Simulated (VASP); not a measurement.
Given:

```xyz
2
Lattice="0.0000 2.8339 2.8339 2.8339 0.0000 2.8339 2.8339 2.8339 0.0000" Properties=species:S:1:pos:R:3 pbc="T T T"
K      0.0000     0.0000     0.0000
Br     2.8339     2.8339     2.8339
```

These are PBEsol GGA, VASP's PBE PAW potentials (set 64) (plane waves; VASP) values and carry that method's errors. Run with 500 eV cut-off, 8×8×8 Γ-centred mesh, Gaussian smearing of 0.050 eV, potentials K_sv Br.

Task: Estimate the energy per atom (σ→0), pressure, band gap (on the k-mesh) with the smallest direct gap where there is one.

Result: 
band gap (on the k-mesh): 4.57 eV
smallest direct gap (on the k-mesh): 4.98 eV
energy per atom (σ→0): -2.721 eV/atom
pressure: 20.03 GPa

Only differences to runs with the same potentials and settings are physical.

The compound is KBr in the rock salt structure. It was relaxed first under an external pressure of 20 GPa.
